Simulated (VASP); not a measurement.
A convergence study with VASP on CaS (rock salt): a few settings are varied, all else stays as given below, so the limit is that of these other settings. The cell's lengths are 1 % over those of the tabulated start and one atom is moved, so it is off equilibrium.

```yaml
crystal:
  lattice:
    - [0.00000, 2.87345, 2.87345]
    - [2.87345, 0.00000, 2.87345]
    - [2.87345, 2.87345, 0.00000]
  atoms:
    - { symbol: Ca, position: [0.00000, 0.00000, 0.00000] }
    - { symbol: S, position: [0.48945, 0.51055, 0.51055] }
```

The numbers are results of PBE GGA, VASP's PBE PAW potentials (set 64) (plane waves; VASP), not measurements. The last row used: 900 eV cut-off, 7×7×7 Γ-centred mesh, Gaussian smearing of 0.050 eV, potentials Ca_sv S_h.

Gaps are read on the run's mesh, which can miss a band edge. Energies of different potentials or hybrids have different zeros.

| setting | E (eV/atom) | pressure (GPa) | gap on the mesh (eV) | plane waves |
|---|---|---|---|---|
| ENCUT = 300, POTCAR Ca_sv S | -5.1822 | -1.02 | 2.487 | 567 |
| ENCUT = 400, POTCAR Ca_sv S | -5.1789 | -0.78 | 2.487 | 881 |
| ENCUT = 520, POTCAR Ca_sv S | -5.1791 | -0.80 | 2.487 | 1299 |
| ENCUT = 700, POTCAR Ca_sv S | -5.1793 | -0.76 | 2.488 | 2015 |
| ENCUT = 900, POTCAR Ca_sv S | -5.1792 | -0.76 | 2.488 | 2922 |
| ENCUT = 300, POTCAR Ca_pv S | -5.1846 | -1.11 | 2.490 | 567 |
| ENCUT = 400, POTCAR Ca_pv S | -5.1850 | -0.99 | 2.489 | 881 |
| ENCUT = 520, POTCAR Ca_pv S | -5.1851 | -1.00 | 2.490 | 1299 |
| ENCUT = 700, POTCAR Ca_pv S | -5.1853 | -0.98 | 2.490 | 2015 |
| ENCUT = 900, POTCAR Ca_pv S | -5.1853 | -0.98 | 2.490 | 2922 |
| ENCUT = 300, POTCAR Ca_sv S_h | -5.1836 | -1.10 | 2.495 | 567 |
| ENCUT = 400, POTCAR Ca_sv S_h | -5.1794 | -0.92 | 2.490 | 881 |
| ENCUT = 520, POTCAR Ca_sv S_h | -5.1795 | -0.83 | 2.487 | 1299 |
| ENCUT = 700, POTCAR Ca_sv S_h | -5.1795 | -0.75 | 2.487 | 2015 |
| ENCUT = 900, POTCAR Ca_sv S_h | -5.1794 | -0.76 | 2.487 | 2922 |

Left out are rungs that failed or repeat a setting and relaxations that didn't move; long series are thinned to 24 rows.

The compound is CaS in the rock salt structure. The cell was not relaxed at this level, it is distorted from the ideal structure.
